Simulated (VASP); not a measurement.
Energy against volume of Pb (fcc). Method: PBE GGA with D4 dispersion, VASP's PBE PAW potentials (set 64) (plane waves; VASP).

```
V (Å³/atom)  E (eV/atom)
-----------  -----------
28.503          -3.96002
29.412          -3.97486
30.322          -3.98039
31.232          -3.97771
32.141          -3.96852
```

Question: Fit a third-order Birch-Murnaghan equation of state.

Answer: 
| Quantity | Value |
|---|---|
| volume per atom | 30.46 Å³/atom |
| bulk modulus | 45.6 GPa |
| pressure derivative of the bulk modulus | 4.80 |
| lattice constant a | 0.4958 nm |

Measured: bulk modulus 47.0 GPa at 0 K (computed value off by -2.9 %), as given by H. Levämäki et al., Physical Review B (2014), arXiv:1402.3671 [corrected for temperature and zero-point phonon effects]; a 4.902 Å at 0 K (computed value off by +1.1 %), as given by Gábor I. Csonka et al., Physical Review B (2009), arXiv:0903.4037 [low-temperature or extrapolated to 0 K; zero-point anharmonic expansion removed].

The compound is Pb in the fcc structure. It was relaxed first.
